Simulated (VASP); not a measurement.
The input files of a VASP run:

**POSCAR**
```
BeMg3Te4
1
   -0.0362332635     6.2121408548     6.2862291637
    6.2121408548    -0.0362332635     6.2862291637
    3.0879537957     3.0879537957    -0.0000000000
Mg Te Be
3 4 1
Direct
  0.9971673805   0.9971673805   0.0056652391
  0.9967500282   0.5031265229   0.0001234487
  0.5031265229   0.9967500282   0.0001234487
  0.1257516310   0.1257516310   0.2484967378
  0.1562582195   0.6146650568   0.2290767236
  0.6146650568   0.1562582195   0.2290767236
  0.6069918941   0.6069918941   0.2860162117
  0.4992892667   0.4992892667   0.0014214666
```

### INCAR
```
# general
SYSTEM   =  BeMg3Te4
PREC     =  Accurate
ENCUT    =  400
LREAL    =  .FALSE.
LASPH    =  .TRUE.

# electronic loop
EDIFF    =  1E-7
NELM     =  100
ALGO     =  Normal
LMAXMIX  =  4

# smearing
ISMEAR   =  -5

# functional
GGA      =  PS

# ions
ISIF     =  2

# output
LWAVE    =  .FALSE.
LCHARG   =  .TRUE.
LORBIT   =  11
NEDOS    =  601

# other
LEFG     =  .TRUE.
```

### KPOINTS
```
K-points
0
G
4 4 7
0 0 0
```

POTCAR, in this order: Mg Te Be (PBE.64 set). Program: vasp_std.

Q: Translate this PBEsol calculation to Ansatz.

A: One equivalent input (not run):
Ansatz 0.2 input:
```yaml
crystal:
  lattice:
    - [-0.0362333, 6.2121409, 6.2862292]
    - [6.2121409, -0.0362333, 6.2862292]
    - [3.0879538, 3.0879538, 0.0000000]
  atoms:
    - { symbol: Mg, position: [0.9971674, 0.9971674, 0.0056652] }
    - { symbol: Mg, position: [0.9967500, 0.5031265, 0.0001234] }
    - { symbol: Mg, position: [0.5031265, 0.9967500, 0.0001234] }
    - { symbol: Te, position: [0.1257516, 0.1257516, 0.2484967] }
    - { symbol: Te, position: [0.1562582, 0.6146651, 0.2290767] }
    - { symbol: Te, position: [0.6146651, 0.1562582, 0.2290767] }
    - { symbol: Te, position: [0.6069919, 0.6069919, 0.2860162] }
    - { symbol: Be, position: [0.4992893, 0.4992893, 0.0014215] }
kpoints:
  mp_grid: { grid: [4, 4, 7] }
hamiltonian:
  xc: pbesol
  pseudopotentials: { kind: paw }
scf:
  occupations: { method: tetrahedron }
  max_iter: 100
output: { forces: true, stress: true, eigenvalues: true }
```
The two are equivalent in intent, not identical: each code has its own PAW files, so the cut-off isn't converted (ENCUT is set for VASP's; basis.ecutwfc is left out, and Ansatz then takes the one that its files recommend); Ansatz stops its SCF on the density residual and VASP on the energy change (EDIFF); the field gradients of LEFG aren't asked of the other code.

The structure was generated: BeMg3Te4 was put into an ordered model structure (Amm2), which need not be its known phase. It was relaxed first.
